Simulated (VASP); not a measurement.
OSZICAR of a VASP run on ZnS (wurtzite):

OSZICAR:
```
       N       E                     dE             d eps       ncg     rms          rms(c)
DAV:   1     0.209391430778E+03    0.20939E+03   -0.18000E+04  1056   0.202E+03
DAV:   2    -0.214089285503E+02   -0.23080E+03   -0.22547E+03  1086   0.391E+02
DAV:   3    -0.433187124451E+02   -0.21910E+02   -0.21826E+02  1272   0.122E+02
DAV:   4    -0.438104857188E+02   -0.49177E+00   -0.49120E+00  1236   0.188E+01
DAV:   5    -0.438185729152E+02   -0.80872E-02   -0.80860E-02  1292   0.235E+00    0.111E+01
DAV:   6    -0.396248708493E+02    0.41937E+01   -0.37230E+00  1264   0.540E+01    0.983E+00
DAV:   7    -0.369751258296E+02    0.26497E+01   -0.12523E+00  1122   0.141E+01    0.456E+00
DAV:   8    -0.376963839328E+02   -0.72126E+00   -0.96914E-01  1104   0.727E+00    0.161E+00
DAV:   9    -0.376982012157E+02   -0.18173E-02   -0.22812E-01  1080   0.453E+00    0.950E-01
DAV:  10    -0.376437643658E+02    0.54437E-01   -0.87719E-02  1086   0.296E+00    0.454E-01
DAV:  11    -0.376927345876E+02   -0.48970E-01   -0.36022E-02  1110   0.188E+00    0.189E-01
DAV:  12    -0.377008181950E+02   -0.80836E-02   -0.18560E-02  1122   0.113E+00    0.928E-02
DAV:  13    -0.377008306004E+02   -0.12405E-04   -0.11131E-03  1288   0.368E-01    0.469E-02
DAV:  14    -0.377046986920E+02   -0.38681E-02   -0.57178E-03  1104   0.684E-01    0.641E-02
DAV:  15    -0.377052014360E+02   -0.50274E-03   -0.81383E-04  1230   0.377E-01    0.375E-02
DAV:  16    -0.377054123762E+02   -0.21094E-03   -0.26882E-04  1170   0.128E-01    0.110E-02
DAV:  17    -0.377054365919E+02   -0.24216E-04   -0.74921E-06  1278   0.352E-02    0.882E-03
DAV:  18    -0.377054303898E+02    0.62021E-05   -0.60401E-06  1194   0.172E-02    0.244E-03
DAV:  19    -0.377054331675E+02   -0.27777E-05   -0.12735E-06  1164   0.103E-02    0.113E-03
DAV:  20    -0.377054296373E+02    0.35302E-05   -0.85230E-08   822   0.378E-03    0.602E-04
DAV:  21    -0.377054296556E+02   -0.18268E-07   -0.27511E-08   720   0.175E-03
   1 F= -.37705430E+02 E0= -.37705430E+02  d E =-.377054E+02
       N       E                     dE             d eps       ncg     rms          rms(c)
DAV:   1    -0.377055676084E+02   -0.13797E-03   -0.94391E-03  1062   0.708E-01    0.619E-02
DAV:   2    -0.377055259273E+02    0.41681E-04   -0.23249E-04  1366   0.205E-01    0.373E-02
DAV:   3    -0.377054900632E+02    0.35864E-04   -0.49426E-05  1194   0.884E-02    0.925E-03
DAV:   4    -0.377054998542E+02   -0.97910E-05   -0.21012E-05  1092   0.401E-02    0.648E-03
DAV:   5    -0.377054984685E+02    0.13857E-05   -0.27584E-06  1080   0.172E-02    0.536E-03
DAV:   6    -0.377055017523E+02   -0.32838E-05   -0.10361E-06  1104   0.945E-03    0.111E-03
DAV:   7    -0.377054975541E+02    0.41982E-05   -0.10223E-06  1074   0.962E-03    0.111E-03
DAV:   8    -0.377054986620E+02   -0.11079E-05   -0.38652E-08   672   0.213E-03    0.643E-04
DAV:   9    -0.377054982491E+02    0.41296E-06   -0.51112E-09   564   0.606E-04    0.463E-04
DAV:  10    -0.377054989116E+02   -0.66249E-06   -0.78887E-09   540   0.822E-04    0.863E-05
DAV:  11    -0.377054983762E+02    0.53540E-06   -0.51782E-09   546   0.629E-04    0.110E-04
DAV:  12    -0.377054984547E+02   -0.78582E-07   -0.62386E-10   540   0.244E-04
   2 F= -.37705498E+02 E0= -.37705498E+02  d E =-.687992E-04
       N       E                     dE             d eps       ncg     rms          rms(c)
DAV:   1    -0.377058577227E+02   -0.35935E-03   -0.40785E-02  1062   0.147E+00    0.129E-01
DAV:   2    -0.377056676673E+02    0.19006E-03   -0.10040E-03  1354   0.425E-01    0.776E-02
DAV:   3    -0.377055326843E+02    0.13498E-03   -0.21358E-04  1182   0.183E-01    0.192E-02
DAV:   4    -0.377055518462E+02   -0.19162E-04   -0.90846E-05  1074   0.834E-02    0.135E-02
DAV:   5    -0.377055557378E+02   -0.38916E-05   -0.11822E-05  1056   0.358E-02    0.112E-02
DAV:   6    -0.377055583153E+02   -0.25775E-05   -0.41846E-06  1080   0.196E-02    0.242E-03
DAV:   7    -0.377055542391E+02    0.40762E-05   -0.39869E-06  1056   0.194E-02    0.239E-03
DAV:   8    -0.377055560843E+02   -0.18452E-05   -0.15871E-07   926   0.428E-03    0.140E-03
DAV:   9    -0.377055554063E+02    0.67807E-06   -0.19944E-08   564   0.124E-03    0.101E-03
DAV:  10    -0.377055563651E+02   -0.95887E-06   -0.26845E-08   564   0.141E-03    0.236E-04
DAV:  11    -0.377055555386E+02    0.82651E-06   -0.18588E-08   546   0.110E-03    0.196E-04
DAV:  12    -0.377055558225E+02   -0.28385E-06   -0.33483E-09   528   0.491E-04    0.168E-04
DAV:  13    -0.377055557318E+02    0.90698E-07   -0.52646E-10   528   0.235E-04
   3 F= -.37705556E+02 E0= -.37705556E+02  d E =-.126076E-03
```

Which electronic solver shows in the log?

It is blocked Davidson (ALGO = Normal, or the opening steps of other solvers). The INCAR had ALGO = Normal.

Can the final energy be trusted as converged?

The run converged. It stopped with EDIFF = 1E-7, NELM = 100, NSW = 30 and EDIFFG = -0.01 after 3 ionic steps (r2SCAN meta-GGA, plane waves, VASP's PBE PAW potentials (set 64)).

The compound is ZnS in the wurtzite structure, the high-temperature form. This cell is one point of a volume scan, at 0.97 of the reference volume. Symmetry was kept, so distortions that lower it aren't found.
